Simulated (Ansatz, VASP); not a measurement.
# Cross-check of TiO2 (Anatase) between VASP and Ansatz

Wanted: the spread between two codes on one cell, functional and k mesh. Of the first pair: The structure shown is the start of the Ansatz relaxation below; VASP solves that cell, so the two are compared at the walk's first step.

Method: plane waves, with VASP 6.6.1 beside it; single point at LDA, in Ansatz 0.2.0.

**1. The structure**

Symmetry: I4_1/amd, No. 141, tetragonal system. Conventional cell: a = 3.684 Å, b = 3.684 Å, c = 8.773 Å, α = 90.00°, β = 90.00°, γ = 90.00°. O has 3 Ti at 1.86 to 1.91 Å nearest. Nearest to Ti lie 6 O at 1.86 to 1.91 Å. Farther neighbours and most contacts between anions are not listed.

**2. Ansatz: relaxation, LDA**

Ansatz runs on its PAW soft_1 files.

The two programs are compared at the cell with which this relaxation starts, whose forces are those of its first step.

input.yaml

```yaml
crystal:
  lattice:
    - [-1.8419382173, 1.8419382173, 4.3866699286]
    - [1.8419382173, -1.8419382173, 4.3866699286]
    - [1.8419382173, 1.8419382173, -4.3866699286]
  atoms:
    - { symbol: O, position: [0.2174471596, 0.2174471596, 0.0] }
    - { symbol: O, position: [0.9674471596, 0.4674471596, 0.5] }
    - { symbol: O, position: [0.5325528404, 0.0325528404, 0.5] }
    - { symbol: O, position: [0.7825528404, 0.7825528404, 0.0] }
    - { symbol: Ti, position: [0.0, 0.0, 0.0] }
    - { symbol: Ti, position: [0.75, 0.25, 0.5] }
kpoints:
  mp_grid: { grid: [12, 12, 12] }
hamiltonian:
  xc: lda
  pseudopotentials: { kind: paw, azcp: { folder: soft_1 }, xc_functional: pbe }
scf:
  occupations: { method: fixed }
output:
  forces: true
  stress: true
  eigenvalues: true
relax:
  adjacent_minimum: "off"
  f_tol: 0.001
  max_steps: 60
  cell: { stress_tol: 0.01, fix: [volume] }
```

Launch:

```bash
> ansatz run input.yaml --threads 4 --pin off --max-ram 16384MiB --backend cpu --events-out ev --progress --plain --runs-dir out
```

Numbers of over 12 decimals in the logs are rounded to 6 here.

Log:

```text
Engine: ansatz 0.2.0, x86_64-unknown-linux-gnu
Pseudopotentials: kind: paw
Pseudopotential: O, paw, valence charge 6, recommended cutoff 420 eV (normal), soft_1/O.paw.azcp
Pseudopotential: Ti, paw, valence charge 12, recommended cutoff 420 eV (normal), soft_1/Ti.paw.azcp
Functional definition: SPW92
  exchange = slater_x
  correlation = pw_c
Crystal: 6 atoms, lattice volume = 59.531 Å³
Basis set: ecut = 420 eV, 1171 PW (Γ)
Bands: 30, of which v1, the nominal top of the filled ones, is band 24 counted from 1 (23 counted from 0)
Symmetry: 16 space group operations
Space group: I41/amd (ITA 141), of the structure as read, at distance tolerance 3.9e-5 Å
k-points: 163 of 1728
Non-local potential: O, projectors of the file, l = 0: 2, l = 1: 2, l = 2: 1
Non-local potential: Ti, projectors of the file, l = 0: 3, l = 1: 2, l = 2: 3, l = 3: 1
PAW form: soft (Blöchl's): semilocal exchange-correlation on the pseudo side does not see the compensation charge
PAW frozen core: O, regenerated for the run's functional, and the local potential with it (the file was generated under x = pbe(κ = 0.804, μ = 0.219515), c = pbe(β = 0.066725))
PAW frozen core: Ti, regenerated for the run's functional, and the local potential with it (the file was generated under x = pbe(κ = 0.804, μ = 0.219515), c = pbe(β = 0.066725))
PAW one-centre angular grid: O, 110 points (default); XC on 64 Gauss nodes
PAW one-centre angular grid: Ti, 590 points (default); XC on 64 Gauss nodes
Initial density: superposition of atomic densities (chi_scale 0.1, normalization cell, long waves kept (reshape's long-wave potential 0.00 eV rms))
Initial wavefunctions: pseudopotential atomic-orbital guess
Functional: x = slater, c = lda
SCF iter   1: F=—  HF=-7130.857413 eV  |F-HF|=—  |Δ(HF+E_count)|=         —  Δρ=6.58e-2  dr2=2.73e0  ethr=3.10e-3  ⟨swp⟩=4.4  Hψ=16507  notcnv=0  defer=311
preconditioner: auto → none  [insulator: Δε(μ)=2.025 eV  Ē_g=10.363 eV  n_scr=14 (ndim 8)  ℏωp=27.2 eV  f_vac=0.000  ε∞_Penn≈7.9]
SCF iter   2: F=—  HF=-7130.132188 eV  |F-HF|=—  |Δ(HF+E_count)|=   7.25e-1  Δρ=4.02e-2  dr2=6.26e-1  ethr=3.10e-3  ⟨swp⟩=2.0  Hψ=9410  notcnv=0  defer=312
SCF iter   3: F=—  HF=-7130.185087 eV  |F-HF|=—  |Δ(HF+E_count)|=   5.29e-2  Δρ=3.50e-2  dr2=7.53e-1  ethr=1.30e-3  ⟨swp⟩=2.9  Hψ=8801  notcnv=0  defer=541
SCF iter   4: F=—  HF=-7130.041972 eV  |F-HF|=—  |Δ(HF+E_count)|=   1.43e-1  Δρ=7.83e-3  dr2=1.40e-2  ethr=1.30e-3  ⟨swp⟩=2.9  Hψ=9085  notcnv=0  defer=295
SCF iter   5: F=—  HF=-7130.045460 eV  |F-HF|=—  |Δ(HF+E_count)|=   3.49e-3  Δρ=1.32e-3  dr2=8.42e-4  ethr=2.92e-5  ⟨swp⟩=2.2  Hψ=8218  notcnv=0  defer=637
SCF iter   6: F=—  HF=-7130.045381 eV  |F-HF|=—  |Δ(HF+E_count)|=   7.88e-5  Δρ=8.41e-4  dr2=4.48e-4  ethr=1.75e-6  ⟨swp⟩=2.0  Hψ=8870  notcnv=0  defer=649
SCF iter   7: F=—  HF=-7130.045289 eV  |F-HF|=—  |Δ(HF+E_count)|=   9.18e-5  Δρ=3.50e-4  dr2=7.90e-5  ethr=9.34e-7  ⟨swp⟩=2.0  Hψ=6721  notcnv=0  defer=650
SCF iter   8: F=—  HF=-7130.045277 eV  |F-HF|=—  |Δ(HF+E_count)|=   1.24e-5  Δρ=7.10e-5  dr2=3.35e-6  ethr=1.65e-7  ⟨swp⟩=2.5  Hψ=7560  notcnv=0  defer=311
SCF iter   9: F=-7130.045276 eV  HF=-7130.045276 eV  |F-HF|=2.18e-8  |Δ(HF+E_count)|=   7.16e-7  Δρ=5.79e-6  dr2=2.38e-8  ethr=2.08e-10  ⟨swp⟩=8.2  Hψ=25093  notcnv=0
SCF 1 converged in 9 iterations: F = -7130.045276 eV  dr2 = 2.38e-8
  greatest PAW one-centre occupation: 0.998 electrons in one spin orbital (limit 2), on the Ti atom at site 5 (counted from 0), in its partial waves of l = 0
relax step   1: F+E_penalty+E_count = -7130.04527585 eV  Δ(F+E_penalty+E_count) = +0.000e0 eV  max|allowed force component| = 1.729e-1 eV/Å  Δτ_max = 0.0000 Å  P = +24.281 GPa  Ω = 59.531 Å³  fix = [volume]  reactions: volume +24.281 GPa  (9 SCF iters, dr2 threshold 1.00e-7 eV, accepted)
[...]
relax step   7: F+E_penalty+E_count = -7130.05441256 eV  Δ(F+E_penalty+E_count) = -2.142e-4 eV  max|allowed force component| = 2.817e-4 eV/Å  Δτ_max = 0.0000 Å  P = +22.048 GPa  Ω = 59.531 Å³  fix = [volume]  reactions: volume +22.048 GPa  stress off target by 7.94e-2 GPa on what of the cell is left free  SCF on the basis re-selected at this cell (its energy is not comparable with the rows above)  (7 SCF iters)
[...]
relax step   8: F+E_penalty+E_count = -7130.05442143 eV  Δ(F+E_penalty+E_count) = -8.872e-6 eV  max|allowed force component| = 2.885e-4 eV/Å  Δτ_max = 0.0006 Å  P = +21.997 GPa  Ω = 59.531 Å³  energy of the carried Pulay correction = -6.332e-8 eV  fix = [volume]  reactions: volume +21.997 GPa  (5 SCF iters, dr2 threshold 1.58e-8 eV, accepted)
[...]
relax step   9: F+E_penalty+E_count = -7130.05442483 eV  Δ(F+E_penalty+E_count) = -3.406e-6 eV  max|allowed force component| = 2.875e-4 eV/Å  Δτ_max = 0.0000 Å  P = +21.997 GPa  Ω = 59.531 Å³  fix = [volume]  reactions: volume +21.997 GPa  stress off target by 3.91e-3 GPa on what of the cell is left free  SCF on the basis re-selected at this cell (its energy is not comparable with the rows above)  (6 SCF iters)
basis re-selected at this cell: Δ(F+E_penalty+E_count) = -3.406e-6 eV, ΔP = +0.000 GPa vs the last step (what re-selecting the basis moved, of the pressure what is left beyond the Pulay correction that the steps carried, after the strain that the cell walked since its last selection, with what the two solves' SCF thresholds leave and, on support functions, any second-order correction that the steps lacked; it is no m [...]
SCF converged after 6 iterations
Free energy (F): -7130.054425 eV
Harris-Foulkes:  -7130.054425 eV  (|F-HF|=9.09e-13)
Internal energy: -7130.054425 eV  (E = F + TS)
E sigma→0 (E₀):  -7130.054425 eV
Fermi energy:    8.927721 eV
--- Per-component energies (eV) ---
  E_band       = -382.114281
  E_kinetic    = 1243.108578
  E_local      = -3403.217526  (includes V_loc(G=0)·N_el)
  E_nonlocal   = 343.588410
  E_hartree    = 1308.834828
  E_xc         = -516.720915
  E_vxc        = -658.538739  (∫ρ·V_xc dr)
  E_paw        = -2593.437491  (= ΣΔE_a)
  E_vpaw       = -524.727692  (= ΣTr[D̂ρ^β])
  E_aug_tail   = 0.003016  (compensation charges beyond the density's cutoff)
  E_ewald      = -3513.252911
  E_core_change = 1.039587  (= ΣΔE_core)
  E_smearing   = -0.000000  (= −TS)
  E_closure    = -0.000000  (closes the sum)
  Σ components = -7130.054425   (vs F -7130.054425, Δ=0.00e0)
--- Forces (eV/Å), atoms counted from 1 ---
  atom   1  O     -0.00000000     0.00000000     0.00028749
  atom   2  O      0.00000000     0.00000000     0.00028749
  atom   3  O      0.00000000     0.00000000    -0.00028749
  atom   4  O      0.00000000     0.00000000    -0.00028749
  atom   5  Ti     0.00000000     0.00000000     0.00000000
  atom   6  Ti     0.00000000     0.00000000     0.00000000
  max |Σ_I F_I| component: 7.81e-18 eV/Å
--- Stress (GPa, compression-positive) ---
       21.998967      -0.000000       0.000000
       -0.000000      21.998967       0.000000
        0.000000       0.000000      21.993109
  P = ⅓ Tr σ = 21.9970 GPa (219.970 kbar)
--- Band table (eV; the first three rows and the last of 163) ---
  k-point 0: bands = [... 20 lower, 8.0718, 8.1752, 8.2545, 8.2545, 10.7314, 11.9495, 12.5669, 12.5669, ... 2 higher]
  k-point 1: bands = [... 20 lower, 8.0013, 8.0324, 8.0462, 8.3039, 11.1413, 12.0154, 12.3427, 12.5245, ... 2 higher]
  k-point 2: bands = [... 20 lower, 7.4691, 7.7398, 8.0804, 8.2947, 11.9293, 12.1128, 12.1485, 12.4970, ... 2 higher]
  k-point 162: bands = [... 20 lower, 7.3964, 7.3964, 8.5104, 8.5104, 11.3095, 11.3095, 12.5388, 12.5388, ... 2 higher]
--- Relaxed structure (7 steps of the walk, 7 accepted, 2 SCFs on fresh bases) ---
  F+E_penalty+E_count = -7130.05442483 eV   max|allowed force component| = 2.875e-4 eV/Å   (the final SCF, on the basis selected at the relaxed cell)
  cell:  # Å, volume = 59.5313 Å³
    - [-1.852450, 1.852450, 4.337026]
    - [1.852450, -1.852450, 4.337026]
    - [1.852450, 1.852450, -4.337026]
  atoms:
    - { symbol: O, position: [0.220394, 0.220394, 0] }
    - { symbol: O, position: [0.970394, 0.470394, 0.500000] }
    - { symbol: O, position: [0.529606, 0.029606, 0.5] }
    - { symbol: O, position: [0.779606, 0.779606, 0] }
    - { symbol: Ti, position: [-2.6466541710842275e-19, -2.646654171084227e-19, 0] }
    - { symbol: Ti, position: [0.75, 0.250000, 0.5] }
```

Reading the cycles: dr2 is the Hartree energy of the density residual (eV), the measure of convergence; HF is the Harris–Foulkes estimate of the energy, which meets the free energy F at convergence.

**3. VASP: single point, LDA, start cell, pair 1**

The same cell, functional (in two slightly different forms) and mesh now go to VASP, with its own data sets.

Lines of VASP's logs that name or quote its potential files are left out, and so is its time.

INCAR

```
SYSTEM = TiO2
PREC = Accurate
ENCUT = 520
EDIFF = 1E-06
NELM = 120
ISMEAR = 0
SIGMA = 0.01
LREAL = .FALSE.
ALGO = Normal
GGA = CA
NBANDS = 30
LASPH = .TRUE.
LORBIT = 11
LWAVE = .FALSE.
LCHARG = .FALSE.
ISIF = 2
GGA_COMPAT = .FALSE.
EFERMI = MIDGAP
KPAR = 2
```

POSCAR

```
TiO2
1.0
   -1.8419380000      1.8419380000      4.3866700000
    1.8419380000     -1.8419380000      4.3866700000
    1.8419380000      1.8419380000     -4.3866700000
O Ti
4 2
Direct
    0.2174471752      0.2174471752      0.0000000000
    0.9674471752      0.4674471752      0.5000000000
    0.5325528248      0.0325528248      0.5000000000
    0.7825528248      0.7825528248      0.0000000000
    0.0000000000      0.0000000000      0.0000000000
    0.7500000000      0.2500000000      0.5000000000
```

KPOINTS

```
Automatic mesh
0
Gamma
12 12 12
0 0 0
```

Potentials, in the order of the species: O and Ti_sv (LDA family, release 64).

Launch:

```bash
> mpirun -np 2 vasp_std
```

Log:

```text
[banner, memory and clock lines left out]
running    2 mpi-ranks, on    1 nodes
 distrk:  each k-point on    1 cores,    2 groups
 distr:  one band on    1 cores,    1 groups

 POSCAR found type information on POSCAR O Ti
 POSCAR found :  2 types and       6 ions
 LDA part: xc-table for (Slater(with rela. corr.)+CA(PZ))
 , standard interpolation
 POSCAR, INCAR and KPOINTS ok, starting setup
 FFT: planning ... GRIDC
 FFT: planning ... GRID_SOFT
 FFT: planning ... GRID
 WAVECAR not read
 entering main loop
       N       E                     dE             d eps       ncg     rms          rms(c)
DAV:   1     0.678391547234E+03    0.67839E+03   -0.24911E+04  9780   0.191E+03
DAV:   2     0.355450279186E+02   -0.64285E+03   -0.61058E+03 10538   0.561E+02
DAV:   3    -0.689070109095E+02   -0.10445E+03   -0.10207E+03 14790   0.207E+02
DAV:   4    -0.736834763862E+02   -0.47765E+01   -0.47716E+01 13188   0.443E+01
DAV:   5    -0.738618402414E+02   -0.17836E+00   -0.17834E+00 13180   0.735E+00    0.366E+01
DAV:   6    -0.586104513512E+02    0.15251E+02   -0.89930E+01 12430   0.100E+02    0.121E+01
DAV:   7    -0.584529336218E+02    0.15752E+00   -0.12156E+01 12552   0.302E+01    0.103E+01
DAV:   8    -0.584422432074E+02    0.10690E-01   -0.21394E+00 11880   0.162E+01    0.324E+00
DAV:   9    -0.583408274676E+02    0.10142E+00   -0.64309E-01 11726   0.855E+00    0.893E-01
DAV:  10    -0.583464421116E+02   -0.56146E-02   -0.80426E-02 11652   0.231E+00    0.389E-01
DAV:  11    -0.583436302619E+02    0.28118E-02   -0.15199E-02 10734   0.825E-01    0.666E-02
DAV:  12    -0.583437140857E+02   -0.83824E-04   -0.12505E-03 12046   0.413E-01    0.127E-01
DAV:  13    -0.583436219471E+02    0.92139E-04   -0.35963E-04 11598   0.213E-01    0.214E-02
DAV:  14    -0.583436223584E+02   -0.41134E-06   -0.33368E-05 13766   0.493E-02    0.956E-03
DAV:  15    -0.583436224247E+02   -0.66297E-07   -0.75465E-06 11482   0.314E-02
   1 F= -.58343622E+02 E0= -.58343622E+02  d E =0.000000E+00
```

OUTCAR, selected parts (step 3):

```text
ion  position               nearest neighbor table
   1  0.217  0.217  0.000-   6 1.86   6 1.86   5 1.91
   2  0.967  0.467  0.500-   5 1.86   5 1.86   6 1.91
   3  0.533  0.033  0.500-   5 1.86   5 1.86   6 1.91
   4  0.783  0.783  0.000-   6 1.86   6 1.86   5 1.91
   5  0.000  0.000  0.000-   3 1.86   2 1.86   3 1.86   2 1.86   1 1.91   4 1.91   6 2.86   6 2.86
                             6 2.86   6 2.86
   6  0.750  0.250  0.500-   4 1.86   1 1.86   4 1.86   1 1.86   2 1.91   3 1.91   5 2.86   5 2.86
                             5 2.86   5 2.86

  LATTYP: Found a body centered tetragonal cell.
 ALAT       =     3.6838760000
 C/A-ratio  =     2.3815513877

 Subroutine GETGRP returns: Found 16 space group operations
 (whereof  8 operations were pure point group operations)

The static configuration has the point symmetry D_2d.
 The point group associated with its full space group is D_4h.

 Found    163 irreducible k-points:

   k-points           NKPTS =    163   k-points in BZ     NKDIM =    163   number of bands    NBANDS=     30

   dimension x,y,z NGX =    40 NGY =   40 NGZ =   40
   dimension x,y,z NGXF=    80 NGYF=   80 NGZF=   80

   ENCUT  =  520.0 eV  38.22 Ry    6.18 a.u.   9.49  9.49  9.49*2*pi/ulx,y,z

   NELECT =      48.0000    total number of electrons

 k-points in reciprocal lattice and weights: Automatic mesh
   0.00000000  0.00000000  0.00000000       0.001
   0.08333333  0.00000000  0.00000000       0.005
   0.16666667  0.00000000  0.00000000       0.005
   0.25000000  0.00000000 -0.00000000       0.005
   0.33333333 -0.00000000  0.00000000       0.005
   0.41666667  0.00000000  0.00000000       0.005
   0.50000000  0.00000000 -0.00000000       0.002
   0.08333333  0.08333333  0.00000000       0.005
   0.16666667  0.08333333 -0.00000000       0.009
[...]
-0.41666667 -0.41666667  0.41666667       0.001
   0.50000000  0.50000000  0.50000000       0.001

 average (electrostatic) potential at core
       1 -70.2946       2 -70.2946       3 -70.2946       4 -70.2946       5 -75.4475
       6 -75.4475

 E-fermi :   5.4879

 k-point     1 :       0.0000    0.0000    0.0000
  band No.  band energies     occupation
    ...
     20       3.7379      2.00000
     21       3.7379      2.00000
     22       3.7661      2.00000
     23       3.8640      2.00000
     24       3.8640      2.00000
     25       6.4250      0.00000
     26       7.5890      0.00000
     27       8.3994      0.00000
     28       8.3994      0.00000
     29       8.6475      0.00000
    ...

 k-point     2 :       0.0833    0.0000    0.0000
  band No.  band energies     occupation
    ...
     20       3.5366      2.00000
     21       3.5552      2.00000
     22       3.7199      2.00000
     23       3.8557      2.00000
     24       3.8593      2.00000
     25       6.6539      0.00000
     26       7.6190      0.00000
     27       8.2421      0.00000
     28       8.3900      0.00000
     29       8.5664      0.00000
    ...

 k-point     3 :       0.1667    0.0000    0.0000
  band No.  band energies     occupation
    ...
     20       3.1255      2.00000
     21       3.1381      2.00000
     22       3.5367      2.00000
     23       3.8093      2.00000
     24       3.8711      2.00000
     25       7.1711      0.00000
     26       7.7061      0.00000
     27       8.0365      0.00000
     28       8.3680      0.00000
     29       8.4925      0.00000
    ...

  Total        9.5759401      9.5759401      9.5597716      0.0000000      0.0000000      0.0000000
  in kB      257.7193514    257.7193514    257.2842067      0.0000000      0.0000000      0.0000000
  external PRESSURE =     257.5743032 kB  Pullay stress =       0.0000000 kB

  energy-cutoff  :      520.00
  volume of cell :       59.53
      direct lattice vectors                 reciprocal lattice vectors
    -1.841938000  1.841938000  4.386670000     0.000000000  0.271453219  0.113981676
     1.841938000 -1.841938000  4.386670000     0.271453219  0.000000000  0.113981676
     1.841938000  1.841938000 -4.386670000     0.271453219  0.271453219  0.000000000

 POSITION                                       TOTAL-FORCE (eV/Angst)
 -----------------------------------------------------------------------------------
      0.00000      0.00000      1.90774        -0.000000      0.000000      0.225645
      0.00000      1.84194      4.10107         0.000000     -0.000000      0.225645
      0.00000      1.84194      0.28560         0.000000     -0.000000     -0.225645
      0.00000      0.00000      6.86560        -0.000000      0.000000     -0.225645
      0.00000      0.00000      0.00000        -0.000000     -0.000000      0.000000
     -0.00000      1.84194      2.19333        -0.000000     -0.000000      0.000000
 -----------------------------------------------------------------------------------
    total drift:                                0.000000      0.000000     -0.000000

  FREE ENERGIE OF THE ION-ELECTRON SYSTEM (eV)
  ---------------------------------------------------
  free  energy   TOTEN  =       -58.3436224247 eV

  energy  without entropy=      -58.3436224247  energy(sigma->0) =      -58.34362242

 total charge
# of ion       s       p       d       tot
------------------------------------------
    1        1.570   3.540   0.000   5.110
    2        1.570   3.540   0.000   5.110
    3        1.570   3.540   0.000   5.110
    4        1.570   3.540   0.000   5.110
    5        2.264   6.403   1.954  10.622
    6        2.264   6.403   1.954  10.622
--------------------------------------------------
tot         10.808  26.965   3.909  41.682

[... 3 further parts left out ...]
```

The run ends at a pressure of 25.76 GPa, with forces up to 0.23 eV/Å.

**4. Side by side**

Known differences besides the potentials themselves: the two LDA forms differ slightly; fixed occupations in Ansatz, narrow Gaussian smearing in VASP; the cutoff is 420 eV in Ansatz and 520 eV in VASP; VASP's log shows a relativistic correction to its local exchange, Ansatz's none. Total energies have different zeros and are not compared.

Forces (eV/Å; atoms numbered as in POSCAR):

```csv
atom,"Ansatz x, y, z","VASP x, y, z"
O1,"0.000, 0.000, 0.173","0.000, 0.000, 0.226"
O2,"0.000, 0.000, 0.173","0.000, 0.000, 0.226"
O3,"0.000, 0.000, -0.173","0.000, 0.000, -0.226"
O4,"0.000, 0.000, -0.173","0.000, 0.000, -0.226"
Ti5,"0.000, 0.000, 0.000","0.000, 0.000, 0.000"
Ti6,"0.000, 0.000, 0.000","0.000, 0.000, 0.000"
```

The forces differ by 25 meV/Å r.m.s., which is 23.4 % of the r.m.s. force of 0.106 eV/Å (both taken over all components).

(Part 1 of 2 ends here.)

[Lines on the potential files, build, host, timing and source positions are cut from VASP's logs without a mark.]

[Logs are printed without paths, hosts, clocks, repeated set-up lines and the standing remarks that a program may print on its own settings, such as how far it seeks lower states.]

[Hosts, paths, dates, database ids (printed as entryN), source tags and the programs' standing remarks are cut or masked in the printed files.]
